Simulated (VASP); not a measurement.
Input:

```
CELL_PARAMETERS angstrom
      0.00000     2.93773     2.93773
      2.93773     0.00000     2.93773
      2.93773     2.93773     0.00000
ATOMIC_POSITIONS crystal
  Ca 0.00000 0.00000 0.00000
  Se 0.50000 0.50000 0.50000
```

The numbers are results of PBEsol GGA with spin-orbit coupling, VASP's PBE PAW potentials (set 64) (plane waves; VASP), not measurements. Settings: 400 eV cut-off, 7×7×7 Γ-centred mesh, Gaussian smearing of 0.050 eV, potentials Ca_sv Se.

Give the energies of bands 11 to 23 at the high-symmetry points, in eV from the valence-band maximum.

```csv
band,Γ,X,U,L,W
11,-0.41,-2.76,-2.52,-3.56,-2.31
12,-0.41,-2.76,-2.52,-3.56,-2.31
13,0.00,-1.21,-2.25,-1.49,-2.13
14,0.00,-1.21,-2.25,-1.49,-2.13
15,0.00,-0.99,-1.28,-1.29,-1.85
16,0.00,-0.99,-1.28,-1.29,-1.85
17,3.16,1.74,3.04,4.28,4.20
18,3.16,1.74,3.04,4.28,4.20
19,3.50,4.89,5.58,5.36,4.25
20,3.50,4.89,5.58,5.36,4.25
21,3.50,4.93,5.62,5.40,5.12
22,3.50,4.93,5.62,5.40,5.12
23,3.51,5.96,5.63,5.41,5.67
```

The gap is indirect, 1.74 eV, from the valence maximum at Γ to the conduction minimum at X.

Measured: gap 3.85 eV (computed value off by -2.11 eV), as given by Abedi et al., (2022), arXiv:2211.14644.

The compound is CaSe in the rock salt structure. It was relaxed first.
